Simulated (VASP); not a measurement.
Energy against volume of HgTe (zinc blende). These are vdW-DF2, VASP's PBE PAW potentials (set 64) (plane waves; VASP) values and carry that method's errors. Settings: 520 eV cut-off, 9×9×9 Γ-centred mesh, first-order Methfessel-Paxton smearing of 0.10 eV, potentials Hg Te.

```
V (Å³/atom)  E (eV/atom)
-----------  -----------
38.553           0.69636
39.783           0.68583
41.014           0.68253
42.244           0.68524
```

Q: Fit these four points and predict the energy of the run at 43.474 Å³/atom.

A: A cubic in V^(−2/3), the third-order Birch-Murnaghan form, passes through the four points with V0 = 41.04 Å³/atom and B0 = 26 GPa, and gives 0.6929 eV/atom there. The run gave 0.6929 eV/atom, +0.0 meV/atom from the fit; all five points give B0 = 26 GPa.

The compound is HgTe in the zinc blende structure. It was relaxed first, which changed the volume by +22 %.
